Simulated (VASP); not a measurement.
An input for Ansatz (written as the equivalent of a VASP run, and not itself run):

Ansatz 0.2 input:
```yaml
crystal:
  lattice:
    - [1.8687603, -3.2367881, 0.0000000]
    - [1.8687603, 3.2367881, 0.0000000]
    - [0.0000000, 0.0000000, 5.2613514]
  atoms:
    - { symbol: Pt, position: [0.0000000, 0.0000000, 0.0000000] }
    - { symbol: Se, position: [0.3333330, 0.6666670, 0.2466355] }
    - { symbol: Se, position: [0.6666670, 0.3333330, 0.7533645] }
kpoints:
  mp_grid: { grid: [9, 9, 5] }
hamiltonian:
  xc: r2scan
  dispersion: rvv10
  pseudopotentials: { kind: paw }
scf:
  occupations: { method: methfessel_paxton, width: 0.1 }
  max_iter: 100
relax:
  max_steps: 60
  f_tol: 0.02
  cell: {}
output: { forces: true, stress: true, eigenvalues: true }
```

Translate this input to VASP (INCAR, KPOINTS, POSCAR, choice of POTCAR).

Several could match; the one computed here: 
**KPOINTS**
```
Automatic mesh
0
Gamma
9 9 5
0 0 0
```

### POSCAR
```
PtSe2
1
    1.8687603328    -3.2367880886     0.0000000000
    1.8687603328     3.2367880886    -0.0000000000
   -0.0000000000    -0.0000000000     5.2613513860
Pt Se
1 2
Direct
  0.0000000000   0.0000000000   0.0000000000
  0.3333330000   0.6666670000   0.2466355333
  0.6666670000   0.3333330000   0.7533644667
```

**INCAR**
```
ALGO = Normal
BPARAM = 11.95
CPARAM = 0.0093
EDIFF = 1E-6
EDIFFG = -0.02
ENCUT = 520
IBRION = 2
ISIF = 3
ISMEAR = 1
LASPH = .TRUE.
LCHARG = .FALSE.
LMAXMIX = 6
LMIXTAU = .TRUE.
LREAL = .FALSE.
LUSE_VDW = .TRUE.
LWAVE = .FALSE.
METAGGA = R2SCAN
NELM = 100
NSW = 60
PREC = Accurate
SIGMA = 0.1
SYSTEM = PtSe2
```

POTCAR, in this order: Pt Se (PBE.64 set). Program: vasp_std.

The two are equivalent in intent, not identical: each code has its own PAW files, so the cut-off isn't converted (ENCUT is set for VASP's; basis.ecutwfc is left out, and Ansatz then takes the one that its files recommend); Ansatz stops its SCF on the density residual and VASP on the energy change (EDIFF).

The compound is PtSe2 in the 1T layered structure. It was relaxed first. The start is the result of an earlier pass.
